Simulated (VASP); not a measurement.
A cell of FeAl (CsCl type) near equilibrium:

```yaml
crystal:
  lattice:
    - [2.83983, 0.00000, 0.00000]
    - [0.00000, 2.83983, 0.00000]
    - [0.00000, 0.00000, 2.83983]
  atoms:
    - { symbol: Al, position: [0.50000, 0.50000, 0.50000] }
    - { symbol: Fe, position: [0.00000, 0.00000, 0.00000] }
```

The numbers are results of PBEsol GGA, VASP's PBE PAW potentials (set 64) (plane waves; VASP), not measurements.

| run | ΔE (meV/atom) | σxx | σyy | σzz | largest shear component, with its sign (GPa) | largest force (eV/Å) |
|---|---|---|---|---|---|---|
| as it is | 0.0 | 0.12 | 0.12 | 0.12 | 0.00 | 0.000 |
| after one change | 22.9 | -10.10 | -10.10 | -10.10 | 0.00 | 0.000 |
Stress is in GPa, positive when the cell is compressed.

What was changed between the two runs?
(A) atom 1 (Al) moved by -0.075 Å along y
(B) atom 1 (Al) moved by 0.050 Å along z
(C) isotropic strain of +2.0 %
(D) isotropic strain of +1.5 %

C, isotropic strain of +2.0 %

The compound is FeAl in the CsCl type structure. The run is not spin-polarised, so no magnetic state was tried. The electron count is odd and the run is not spin-polarised, which forces a metal.
